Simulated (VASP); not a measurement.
Energy against volume of RuAl (CsCl type). Calculation: AM05 GGA, VASP's PBE PAW potentials (set 64) (plane waves; VASP 6.6.1). Settings: 520 eV cut-off, 12×12×12 Γ-centred mesh, first-order Methfessel-Paxton smearing of 0.10 eV, potentials Al Ru_pv.

```json
[
 {"V (Å³/atom)": "12.752", "E (eV/atom)": "-7.57834"},
 {"V (Å³/atom)": "13.146", "E (eV/atom)": "-7.58676"},
 {"V (Å³/atom)": "13.540", "E (eV/atom)": "-7.57886"},
 {"V (Å³/atom)": "13.935", "E (eV/atom)": "-7.55708"}
]
```

Question: Fit these four points and predict the energy of the run at 12.357 Å³/atom.

Answer: A cubic in V^(−2/3), the third-order Birch-Murnaghan form, passes through the four points with V0 = 13.14 Å³/atom and B0 = 221 GPa, and gives -7.5505 eV/atom there. The run gave -7.5507 eV/atom, -0.2 meV/atom from the fit; all five points give B0 = 221 GPa.

The compound is RuAl in the CsCl type structure. It was relaxed first.
